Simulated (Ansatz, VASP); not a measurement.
This is a calculation of La3Zr for VASP 6.6.1.

Contents of INCAR:

```
  PREC = Accurate
  ENCUT = 520
  EDIFF = 1E-7
  ISMEAR = -1
  SIGMA = 0.05
  LREAL = False
  LASPH = True
  NELM = 100
  ALGO = Normal
  ISIF = 2
  LWAVE = False
  LCHARG = False
  GGA = PE
  NBANDS = 30
```

KPOINTS

```
Automatic mesh
0
Gamma
  5 5 5
```

The input POSCAR:

```
La3Zr
1.0
    5.0726737400      0.0000000000      0.0000000000
    0.0000000000      5.0726737400      0.0000000000
    0.0000000000      0.0000000000      5.0726737400
La Zr
3 1
Direct
    0.5000000000      0.5000000000      0.0000000000
    0.5000000000      0.0000000000      0.5000000000
    0.0000000000      0.5000000000      0.5000000000
    0.0000000000      0.0000000000      0.0000000000
```

Potentials or basis: VASP PAW PBE potentials, release 64 (La, Zr_sv).

Launch:

```bash
$ cat potpaw_PBE.64/La/POTCAR potpaw_PBE.64/Zr_sv/POTCAR > POTCAR
$ mpirun -np 1 vasp_std > vasp.out
```

Task: Translate it to Ansatz 0.2.0. Potentials there: Ansatz PAW.

Result: As run (the cutoff follows the program's own potentials):

The input input.yaml:

```yaml
crystal:
  lattice:
    - [5.07267374, 0.0, 0.0]
    - [0.0, 5.07267374, 0.0]
    - [0.0, 0.0, 5.07267374]
  atoms:
    - { symbol: La, position: [0.5, 0.5, 0.0] }
    - { symbol: La, position: [0.5, 0.0, 0.5] }
    - { symbol: La, position: [0.0, 0.5, 0.5] }
    - { symbol: Zr, position: [0.0, 0.0, 0.0] }
hamiltonian:
  xc: pbe
  pseudopotentials: { kind: paw }
kpoints:
  mp_grid: { grid: [5, 5, 5] }
scf:
  occupations: { method: fermi_dirac, width: 0.05 }
output:
  forces: true
  stress: true
  eigenvalues: true
```

Potentials or basis: Ansatz PAW.

Run with:

```console
$ ansatz run input.yaml --threads 2 --pin off --max-ram 5120MiB --backend cpu --events-out ev --progress --plain --runs-dir out
```

Both were run:

|  | VASP | Ansatz | Ansatz less VASP |
| --- | --- | --- | --- |
| gap on the k mesh at the Fermi level (eV) | none | none | - |
| pressure (GPa) | -0.2 | -0.2 | -0.05 |

A gap of «none» marks a metal or a gap that the smearing closes. The functional is the same, so the differences come from potentials, cutoffs and numerics.

Spin-orbit coupling is left out, which matters for the levels of La.
